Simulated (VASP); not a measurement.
**Si2Sb: structure and properties in VASP**

Aim: relax Si2Sb, then compute properties on the relaxed cell. The steps: full relaxation (r2SCAN), second relaxation, single point with fields (r2SCAN), bands along the symmetry lines (r2SCAN), density of states (r2SCAN), elastic constants (r2SCAN) and self-consistent run (r2SCAN), changed input. The cell is invented: it takes the structure of COD entry 1541215, YSi2 (space group 191 there), with some of its atoms replaced by other elements, volume scaled by an estimate. It may not be a known or stable phase.

Calculated with VASP 6.6.1; r2SCAN; plane waves and PAW (Sb, Si); invented cell.

This is a report of a sequence of runs, with most program output left out.

### 1. Set-up

Before any relaxation, the start is as follows. The structure is hexagonal, space group P6/mmm (No. 191). Conventional cell: a = 4.027 Å, b = 4.027 Å, c = 4.331 Å, α = 90.00°, β = 90.00°, γ = 120.00°. Nearest to Sb lie 12 Si at 3.18 Å. Nearest to Si lie 3 Si at 2.33 Å and 6 Sb at 3.18 Å. It derives from YSi2. it takes the structure of COD entry 1541215, YSi2 (space group 191 there), with some of its atoms replaced by other elements, volume scaled by an estimate. Farther neighbours are not listed.

Structure file:

```xyz
3
Lattice="4.0272 0.0000 0.0000 -2.0136 3.4876 0.0000 0.0000 0.0000 4.3305" Properties=species:S:1:pos:R:3 pbc="T T T"
Sb    0.0000    0.0000    0.0000
Si    0.0000    2.3251    2.1653
Si    2.0136    1.1625    2.1653
```

### 2. Full relaxation (r2SCAN)

Properties are meant for the cell that this level of theory prefers, so cell and atoms are relaxed first (ISIF = 3) until forces and stress are small; EDIFFG sets the threshold. r2SCAN adds the kinetic-energy density, costs more than a GGA and is run with LASPH.

Input file INCAR:

```
SYSTEM = Si2Sb
PREC = Accurate
ENCUT = 400
EDIFF = 1E-06
NELM = 100
ISMEAR = -1
SIGMA = 0.05
LREAL = .FALSE.
ALGO = Normal
METAGGA = R2SCAN
LASPH = .TRUE.
LORBIT = 11
LWAVE = .FALSE.
LCHARG = .FALSE.
IBRION = 2
NSW = 60
ISIF = 3
EDIFFG = -0.01
```

Input file POSCAR:

```
Si2Sb
1.0
    4.0271820000      0.0000000000      0.0000000000
   -2.0135910000      3.4876420000      0.0000000000
    0.0000000000      0.0000000000      4.3305290000
Sb Si
1 2
Direct
    0.0000000000      0.0000000000      0.0000000000
    0.3333333300      0.6666666700      0.5000000000
    0.6666666700      0.3333333300      0.5000000000
```

Input file KPOINTS:

```
Automatic mesh
0
Gamma
7 7 5
0 0 0
```

PAW data sets: Sb and Si (PBE family, release 64).

Run with:

```sh
$ mpirun -np 1 vasp_std
```

The job ended after 8.3 min (1 MPI rank of AMD EPYC 7R43, shared host; peak memory 0.13 GiB).

This run has no spin polarisation. Its electron count is odd, so without a moment it is a metal by construction. The k-mesh is coarse for a metal. The PAW data sets were made with PBE, which is usual practice but a small mismatch for other functionals. The run keeps the 24 symmetry operations of its start, so it cannot find a distortion of lower symmetry.

The steps of the relaxation:

```
step  energy less that of the first step (eV)  largest force (eV/Å)  pressure (GPa)  volume (Å³)
   1                                   0.0000                0.0000            1.31        60.82
   2                                  -0.0196                0.0000           -0.88        62.28
   3                                  -0.0224                0.0000           -1.75        62.99
   4                                  -0.0370                0.0000           -2.13        62.96
   5                                  -0.0664                0.0000           -3.03        62.80
   6                                  -0.0505                0.0000           -3.94        62.16
   7                                  -0.0742                0.0000           -3.27        62.69
   8                                  -0.1030                0.0000           -2.10        61.19
   9                                  -0.1165                0.0000           -0.83        59.73
  10                                  -0.1172                0.0000           -0.42        59.30
  11                                  -0.1181                0.0000           -0.27        59.22
  12                                  -0.1184                0.0000           -0.11        59.15
  13                                  -0.1184                0.0000           -0.10        59.15
  14                                  -0.1184                0.0000           -0.09        59.14
  15                                  -0.1185                0.0000           -0.04        59.09
```

```
conventional cell, symmetrised  before  after   change
                         a (Å)   4.027  4.191   +4.1 %
                         b (Å)   4.027  4.191   +4.1 %
                         c (Å)   4.331  3.884  -10.3 %
              volume (Å³/atom)   20.27  19.70   -2.8 %
```

The relaxed structure:

```cif
data_structure
_symmetry_space_group_name_H-M 'P 1'
_symmetry_Int_Tables_number 1
_cell_length_a 4.1914
_cell_length_b 4.1914
_cell_length_c 3.8840
_cell_angle_alpha 90.000
_cell_angle_beta 90.000
_cell_angle_gamma 120.000
_cell_volume 59.09
loop_
_atom_site_label
_atom_site_type_symbol
_atom_site_fract_x
_atom_site_fract_y
_atom_site_fract_z
_atom_site_occupancy
Sb1 Sb 0.00000 0.00000 0.00000 1
Si2 Si 0.33333 0.66667 0.50000 1
Si3 Si 0.66667 0.33333 0.50000 1
```

This step gave:

| Property | Result |
| --- | --- |
| electrons | 13 |
| bands | 10 |
| irreducible k-points | 24 |
| symmetry operations | 24 |
| free energy (TOTEN) | -41.33 eV |
| energy at zero smearing | -41.33 eV |
| Fermi energy | 8.343 eV |
| pressure | -0.04011 GPa |
| metallic | yes |
| SCF cycles over all ionic steps | 96 |

It ends with forces that vanish by symmetry and a pressure of -0.04 GPa.

### 3. Second relaxation

A relaxation keeps the plane waves of the cell it began with, so it is repeated from the new cell, on a basis made for it. The mesh changes with the cell too.

INCAR is that of step 2.

Input file POSCAR:

```
Si2Sb
1.0
    4.1914027105      0.0000000000      0.0000000000
   -2.0957013552      3.6298613168      0.0000000000
    0.0000000000      0.0000000000      3.8839839609
Sb Si
1 2
Direct
    0.0000000000      0.0000000000      0.0000000000
    0.3333333300      0.6666666700      0.5000000000
    0.6666666700      0.3333333300      0.5000000000
```

Input file KPOINTS:

```
Automatic mesh
0
Gamma
6 6 6
0 0 0
```

Run with:

```sh
$ mpirun -np 1 vasp_std
```

The job ended after 4.8 min (1 MPI rank; peak memory 0.12 GiB).

Step by step:

```
step  energy less that of the first step (eV)  largest force (eV/Å)  pressure (GPa)  volume (Å³)
   1                                   0.0000                0.0000            0.46        59.09
   2                                  -0.0034                0.0000           -0.44        59.57
   3                                  -0.0035                0.0000           -0.56        59.64
   4                                  -0.0055                0.0000           -0.27        59.24
   5                                  -0.0062                0.0000           -0.02        58.89
```

```
conventional cell, symmetrised  before  after  change
                         a (Å)   4.191  4.227  +0.9 %
                         b (Å)   4.191  4.227  +0.9 %
                         c (Å)   3.884  3.806  -2.0 %
              volume (Å³/atom)   19.70  19.63  -0.3 %
```

Final coordinates:

```xyz
3
Lattice="4.2271 0.0000 0.0000 -2.1135 3.6608 0.0000 0.0000 0.0000 3.8057" Properties=species:S:1:pos:R:3 pbc="T T T"
Sb    0.0000    0.0000    0.0000
Si    0.0000    2.4405    1.9028
Si    2.1135    1.2203    1.9028
```

This step gave:

```yaml
irreducible_k_points: 28
free_energy_toten: -41.25 eV
energy_at_zero_smearing: -41.24 eV
fermi_energy: 8.433 eV
pressure: -0.02196 GPa
scf_cycles_over_all_ionic_steps: 36
```

It ends with forces that vanish by symmetry and a pressure of -0.02 GPa.

### 4. Single point with fields (r2SCAN)

The relaxed cell gets a fresh self-consistent run, on a basis set for its own volume, to fix the density and to check the remaining stress.

Changes to INCAR since step 3:

```diff
@@ -13,6 +13,5 @@
 LWAVE = .FALSE.
-LCHARG = .FALSE.
-IBRION = 2
-NSW = 60
-ISIF = 3
-EDIFFG = -0.01
+LCHARG = .TRUE.
+ISIF = 2
+LELF = .TRUE.
+LVHAR = .TRUE.
```

Input file POSCAR:

```
Si2Sb
1.0
    4.2270724900      0.0000000000      0.0000000000
   -2.1135362449      3.6607522543      0.0000000000
    0.0000000000      0.0000000000      3.8056840040
Sb Si
1 2
Direct
    0.0000000000      0.0000000000      0.0000000000
    0.3333333300      0.6666666700      0.5000000000
    0.6666666700      0.3333333300      0.5000000000
```

KPOINTS is that of step 3.

Run with:

```sh
$ mpirun -np 1 vasp_std
```

Run time: 85 s. Hardware: 1 MPI rank; peak memory 0.12 GiB.

Numbers from this step:

```yaml
scf_cycles: 12
pressure: -0.02033 GPa
```

Valence electrons inside each PAW sphere by angular momentum. Sphere charges, by row:

```
atom  s (e)  p (e)  d (e)  tot (e)
 Sb1    1.2  1.106  0.048    2.354
 Si2  0.824  0.753      0    1.577
 Si3  0.824  0.753      0    1.577
```

Valence density in the ab plane at fractional z = 0.500, with atoms of Si within 0.2 Å of it. It is the smooth field of the valence electrons, not physical close to the nuclei.

Ten even steps from '_' (-0.08 e/Å³) to '@' (0.48 e/Å³), each cell a mean:
```
------==**%%@@@@##++==----::
----==++##@@@@@@##++==------
--==++####****####++==------
==++##**--..==####++========
**%%%%++____++%%##**++++++++
%%@@@@++::++@@@@%%##########
@@@@@@####@@@@@@@@%%####@@@@
%%%%######%%@@@@@@++==**@@@@
**********##%%@@++__..**@@%%
========++**####::__--####**
--------==**####++++**##++==
--------==**##@@@@%%##++==--
--------==**%%@@@@%%++==----
::------==**%%@@%%**==------
```
Columns run along a (4.2 Å), rows up along b (4.2 Å). Atoms in or near the plane, at fractional coordinates: Si at (0.33, 0.67), Si at (0.67, 0.33).

ELF in the ab plane at fractional z = 0.500, with atoms of Si within 0.2 Å of it. It is the smooth field of the valence electrons, not physical close to the nuclei.

Ten even steps from '0' (0.11) to '9' (0.85), each cell a mean:
```
00025899851000
00247898741000
02465566641000
35652126652111
68840148865445
99841589986678
99855899986689
98767899842699
76556788511588
32224675102575
10012565445642
00002578886420
00002689985200
00013799963000
```
Columns run along a (4.2 Å), rows up along b (4.2 Å). Atoms in or near the plane, at fractional coordinates: Si at (0.33, 0.67), Si at (0.67, 0.33).

Electrostatic potential energy in the ab plane at fractional z = 0.500, with atoms of Si within 0.2 Å of it. With pseudopotentials it is smooth inside the atoms' cores, unlike the true potential.

Values in eV, 14 rows by 14 columns, each cell a mean:
```
  2   2   2   1  -2  -5  -7  -7  -5  -1   1   2   2   2
  2   2   0  -3 -10 -21 -26 -17  -8  -2   1   2   2   2
  2   1  -4 -16 -43 -66 -63 -34 -11  -2   1   2   2   2
  1  -2 -13 -47 -84 -94 -81 -36 -10  -1   1   1   1   1
 -2  -6 -30 -75 -97 -94 -71 -22  -6  -1  -1  -2  -2  -1
 -4 -10 -41 -77 -90 -70 -36  -8  -4  -6 -10 -11  -8  -5
 -5 -10 -33 -54 -53 -30 -11  -5  -8 -22 -36 -34 -17  -7
 -4  -6 -12 -16 -12  -6  -4 -11 -36 -71 -81 -63 -26  -7
 -2  -3  -5  -5  -3  -2  -6 -30 -70 -94 -94 -66 -21  -5
  0   0   0   0   0  -3 -12 -53 -90 -97 -84 -43 -10  -2
  2   2   2   2   0  -5 -16 -54 -77 -75 -47 -16  -3   1
  2   2   2   2   0  -5 -12 -33 -41 -30 -13  -4   0   2
  2   2   2   2   0  -3  -6 -10 -10  -6  -2   1   2   2
  2   2   2   2   0  -2  -4  -5  -4  -2   1   2   2   2
```
Columns run along a (4.2 Å; values clipped at the 3rd and 97th percentile), rows up along b (4.2 Å). Atoms in or near the plane, at fractional coordinates: Si at (0.33, 0.67), Si at (0.67, 0.33).

In this run the pressure is -0.02 GPa, small enough to go on.

### 5. Bands along the symmetry lines (r2SCAN)

The mesh alone shows little of the dispersion and can miss band extrema, so KPOINTS_OPT adds a path through the symmetry points after the self-consistent cycle.

Changes to INCAR since step 4:

```diff
@@ -13,5 +13,2 @@
 LWAVE = .FALSE.
-LCHARG = .TRUE.
-ISIF = 2
-LELF = .TRUE.
-LVHAR = .TRUE.
+LCHARG = .FALSE.
```

POSCAR is that of step 4.

KPOINTS is that of step 4.

Input file KPOINTS_OPT:

```
Line mode
16
Line-mode
Reciprocal
  0.00000000   0.00000000   0.00000000 GAMMA
  0.50000000   0.00000000   0.00000000 M

  0.50000000   0.00000000   0.00000000 M
  0.33333333   0.33333333   0.00000000 K

  0.33333333   0.33333333   0.00000000 K
  0.00000000   0.00000000   0.00000000 GAMMA

  0.00000000   0.00000000   0.00000000 GAMMA
  0.00000000   0.00000000   0.50000000 A

  0.00000000   0.00000000   0.50000000 A
  0.50000000   0.00000000   0.50000000 L

  0.50000000   0.00000000   0.50000000 L
  0.33333333   0.33333333   0.50000000 H

  0.33333333   0.33333333   0.50000000 H
  0.00000000   0.00000000   0.50000000 A

  0.50000000   0.00000000   0.50000000 L
  0.50000000   0.00000000   0.00000000 M

  0.33333333   0.33333333   0.00000000 K
  0.33333333   0.33333333   0.50000000 H
```

Run with:

```sh
$ mpirun -np 1 vasp_std
```

Wall time 4.2 min (1 MPI rank); peak memory 0.13 GiB.

Spin-orbit coupling is off here; with elements this heavy it splits and shifts levels by tenths of an eV or more.

The electronic bands at the labelled points (eV, zero at the Fermi level; # counts the bands kept):

```
          point     #3     #4     #5     #6     #7     #8
              Γ  -3.33  -2.75  -2.75  -2.14  -2.14  -1.59
0.47 of the way  -5.02  -4.41  -2.68  -1.07   0.49   1.91
              M  -5.63  -5.20  -0.65  -0.12   1.06   1.38
0.53 of the way  -8.00  -2.69  -0.36   0.12   1.19   1.21
              K  -9.69  -1.42   0.22   0.73   0.73   1.12
0.47 of the way  -7.10  -2.93  -2.21  -0.90   0.66   2.99
              Γ  -3.33  -2.75  -2.75  -2.14  -2.14  -1.59
0.53 of the way  -2.47  -2.47  -1.33  -1.33  -1.24  -1.05
              A  -2.20  -2.20  -0.35   0.31   0.31   0.72
0.53 of the way  -5.73  -3.73  -3.10  -1.75  -0.67   0.43
              L  -8.41  -5.75  -3.55  -2.47  -1.20  -0.25
0.47 of the way  -8.28  -5.54  -5.32  -3.08  -0.35   2.05
              H  -8.40  -6.66  -4.79  -4.79   1.90   3.95
0.53 of the way  -5.46  -4.17  -3.52  -1.80  -0.14   1.33
              A  -2.20  -2.20  -0.35   0.31   0.31   0.72
      jump to L  -8.41  -5.75  -3.55  -2.47  -1.20  -0.25
0.53 of the way  -6.23  -4.68  -3.48  -2.60   1.08   1.86
              M  -5.63  -5.20  -0.65  -0.12   1.06   1.38
      jump to K  -9.69  -1.42   0.22   0.73   0.73   1.12
0.53 of the way  -9.12  -4.55  -3.03  -3.03   1.42   2.76
              H  -8.40  -6.66  -4.79  -4.79   1.90   3.95
```

Of the projections kept (Sb, Si), the largest for each band there; the rest of the weight can lie on other orbitals:

```
point       #3       #4       #5       #6       #7       #8
    Γ  Si 0.56  Si 0.97  Si 0.97  Sb 0.74  Sb 0.74  Si 1.00
    M  Si 0.63  Si 0.69  Sb 0.75  Si 0.92  Sb 0.64  Si 0.64
    K  Si 0.89  Si 0.62  Sb 1.00  Si 0.93  Si 0.93  Sb 0.62
    Γ  Si 0.56  Si 0.97  Si 0.97  Sb 0.74  Sb 0.74  Si 1.00
    A  Si 1.00  Si 1.00  Si 1.00  Sb 1.00  Sb 1.00  Sb 0.57
    L  Si 0.84  Sb 0.55  Si 0.97  Si 0.63  Sb 1.00  Si 0.70
```

There is no gap at this level.

### 6. Density of states (r2SCAN)

Here the states are counted by energy and projected on the atoms. The mesh is finer than in the run before.

Changes to INCAR since step 5:

```diff
@@ -5,3 +5,3 @@
 NELM = 100
-ISMEAR = -1
+ISMEAR = -5
 SIGMA = 0.05
@@ -14 +14,2 @@
 LCHARG = .FALSE.
+NEDOS = 2001
```

POSCAR is that of step 5.

Input file KPOINTS:

```
Automatic mesh
0
Gamma
9 9 9
0 0 0
```

Run with:

```sh
$ mpirun -np 1 vasp_std
```

It took 2.7 min on 1 MPI rank; peak memory 0.13 GiB.

With tetrahedra the forces and stress of a metal are not exact derivatives of the energy.

Numbers from this step:

- SCF cycles: 13
- irreducible k-points: 60
- free energy (TOTEN): -41.31 eV
- Fermi energy: 8.571 eV
- pressure: -0.1661 GPa
- DOS at the Fermi level: 1.601 states/eV/cell

The density of states has structure finer than the step of the table below, so its rows give means over 0.5 eV, whole bins alone (the curve runs from -12.0 to 1.33 eV). Peaks (eV: height): total -2.46: 1.70, -0.48: 1.81, -0.13: 1.88, 0.64: 1.89; Si p -4.82: 0.309, -2.46: 0.281, 0.64: 0.298, 1.19: 0.282; Sb p -2.46: 0.209, -0.48: 0.338, -0.13: 0.363, 0.64: 0.252; Si s -9.32: 0.336, -8.04: 0.240, -0.48: 0.149, 0.64: 0.194; Sb s -11.35: 0.193, -9.32: 0.431.

States under -12.0 eV and over 1.3 eV are left out. Density of states against energy, zero at the Fermi level; means over each step; values in states/eV/cell:

```
energy (eV)  total    Si p     Sb p    Si s    Sb s
      -11.5  0.765  0.0262   0.0116   0.146   0.162
      -11.0  0.600  0.0232  0.00966   0.110   0.134
      -10.5  0.573  0.0230   0.0121   0.113   0.117
      -10.0  0.882  0.0371   0.0218   0.181   0.172
       -9.5   1.25  0.0491   0.0231   0.249   0.289
       -9.0   1.08  0.0443   0.0195   0.217   0.258
       -8.5  0.659  0.0364   0.0179   0.144   0.125
       -8.0  0.835  0.0626   0.0256   0.199   0.112
       -7.5  0.793  0.0679   0.0262   0.190  0.0940
       -7.0  0.761  0.0712   0.0257   0.182  0.0864
       -6.5  0.691  0.0717   0.0244   0.161  0.0739
       -6.0  0.678  0.0895   0.0380   0.122  0.0499
       -5.5  0.780   0.125   0.0739  0.0728  0.0235
       -5.0   1.31   0.243    0.138  0.0678  0.0349
       -4.5   1.40   0.286    0.139  0.0619  0.0450
       -4.0   1.25   0.269    0.117  0.0501  0.0478
       -3.5   1.09   0.229    0.104  0.0430  0.0469
       -3.0   1.23   0.239    0.131  0.0556  0.0513
       -2.5   1.39   0.231    0.169  0.0821  0.0511
       -2.0   1.03   0.137    0.153  0.0651  0.0237
       -1.5   1.06   0.125    0.181  0.0771  0.0133
       -1.0   1.55   0.177    0.289   0.113  0.0142
       -0.5   1.67   0.196    0.312   0.131  0.0174
        0.0   1.50   0.200    0.270   0.108  0.0202
        0.5   1.33   0.208    0.210  0.0928  0.0245
        1.0   1.30   0.241    0.155  0.0804  0.0281
```

The finer mesh and the other smearing move the Fermi level by +0.14 eV from the 6×6×6 run, one measure of the sampling error in the zero of the bands above. Of the states within 0.3 eV of the Fermi level, the largest shares in the PAW spheres are Sb p 18 %, Si p 13 % and Si s 7 %. The rest lies in smaller channels or between the spheres.

### 7. Elastic constants (r2SCAN)

IBRION = 6 with ISIF = 3 strains the cell both ways at fixed fractional positions, and adds the ions' share afterwards from the force constants. Stress converges slowly with the basis, so the cutoff is raised.

Input file INCAR:

```
SYSTEM = Si2Sb
PREC = Accurate
ENCUT = 500
EDIFF = 1E-07
NELM = 100
ISMEAR = -1
SIGMA = 0.05
LREAL = .FALSE.
ALGO = Normal
METAGGA = R2SCAN
LASPH = .TRUE.
LORBIT = 11
LWAVE = .FALSE.
LCHARG = .FALSE.
IBRION = 6
NFREE = 2
POTIM = 0.015
ISIF = 3
NSW = 1
```

POSCAR is that of step 6.

Input file KPOINTS:

```
Automatic mesh
0
Gamma
6 6 6
0 0 0
```

Run with:

```sh
$ mpirun -np 1 vasp_std
```

Run time: 20 min. Hardware: 1 MPI rank; peak memory 0.18 GiB.

The run was stopped at its time limit, by a STOPCAR file.

More ranks or a longer limit would be the way on.

### 8. Self-consistent run (r2SCAN), changed input

A single point gives energy, forces and stress at these settings. Some settings are moved from the usual, to see what they do.

Input file INCAR:

```
SYSTEM = Si2Sb
PREC = Accurate
ENCUT = 400
EDIFF = 1E-06
NELM = 100
ISMEAR = -5
SIGMA = 0.3
LREAL = .FALSE.
ALGO = Normal
METAGGA = R2SCAN
LASPH = .TRUE.
LORBIT = 11
LWAVE = .FALSE.
LCHARG = .FALSE.
ISIF = 2
```

POSCAR is that of step 7.

KPOINTS is that of step 7.

Run with:

```sh
$ mpirun -np 1 vasp_std
```

Elapsed: 89 s, on 1 MPI rank; peak memory 0.13 GiB.

With tetrahedra SIGMA is not used.

Numbers from this step:

```
SCF cycles           : 15
irreducible k-points : 28
free energy (TOTEN)  : -41.28 eV
Fermi energy         : 8.523 eV
pressure             : -0.2128 GPa
```

Against the sound run “Single point with fields (r2SCAN)”, the energy at zero smearing moves by -14.3 meV an atom, the pressure by -0.19 GPa and the Fermi level by +0.09 eV.

### 9. Results

```yaml
relaxed_volume: 19.63 Å³/atom
relaxed_conventional_cell_a_b_c: 4.227, 4.227, 3.806 Å; angles 90.0, 90.0, 120.0°
space_group_after_relaxing_within_0p02_a: P6/mmm (No. 191)
band_gap: none, a metal
dos_at_the_fermi_level: 1.60 states/eV/cell
```

What this shows: With r2SCAN, Si2Sb relaxes to 19.63 Å³/atom in space group P6/mmm (held by the symmetry of the run) and comes out as a metal. Not obtained: elastic constants (r2SCAN), because the run hit its time limit. Bands along the symmetry lines (r2SCAN): Of the bands kept, 4 cross the Fermi level on this path. Spin-orbit coupling is left out, and with elements this heavy it would split and shift bands near the Fermi level. The k-sampling is coarse for a metal, so the Fermi level, pressures and the shape of the cell carry errors. With an odd electron count and no spin the cell is a metal by construction. No search among competing phases was made. All values are for a static lattice at zero temperature.

[Lines on the potential files, build, host, timing and source positions are cut from VASP's logs without a mark.]

[Logs are printed without paths, hosts, clocks, repeated set-up lines and the standing remarks that a program may print on its own settings, such as how far it seeks lower states.]

[Hosts, paths, dates, database ids (printed as entryN), source tags and the programs' standing remarks are cut or masked in the printed files.]

[A measured line is paired with the nearest computed mode of its activity, which favours agreement.]
